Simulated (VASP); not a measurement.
A convergence study with VASP on ZrC (rock salt): one setting is varied, all else stays as given below, so the limit is that of these other settings. Each run relaxes cell and ions from the cell shown.

```xyz
2
Lattice="0.0000 2.3500 2.3500 2.3500 0.0000 2.3500 2.3500 2.3500 0.0000" Properties=species:S:1:pos:R:3 pbc="T T T"
Zr     0.0000     0.0000     0.0000
C      2.3500     2.3500     2.3500
```

The numbers are results of PBE GGA, VASP's PBE PAW potentials (set 64) (plane waves; VASP), not measurements. The tightest run used: 700 eV cut-off, 18×18×18 Γ-centred mesh, first-order Methfessel-Paxton smearing of 0.10 eV, potentials Zr_sv C.

```csv
setting,relaxed volume (Å³/atom),E (eV/atom),irreducible k-points
2×2×2 mesh,13.496,-9.1591,3
3×3×3 mesh,13.093,-9.6296,4
4×4×4 mesh,13.008,-9.7101,8
```

**Question.** These are the cheaper rows. Estimate the results at 18×18×18 mesh, and how far the last row shown lies from them.

**Answer.** 
```json
[
 {"quantity": "relaxed volume (Å³/atom)", "tightest run": "13.060", "last row shown is off by": "-0.052"},
 {"quantity": "E (eV/atom)", "tightest run": "-9.7320", "last row shown is off by": "0.0220"}
]
```

Left out are rungs that failed or repeat a setting and relaxations that didn't move; long series are thinned to 24 rows.

The compound is ZrC in the rock salt structure.
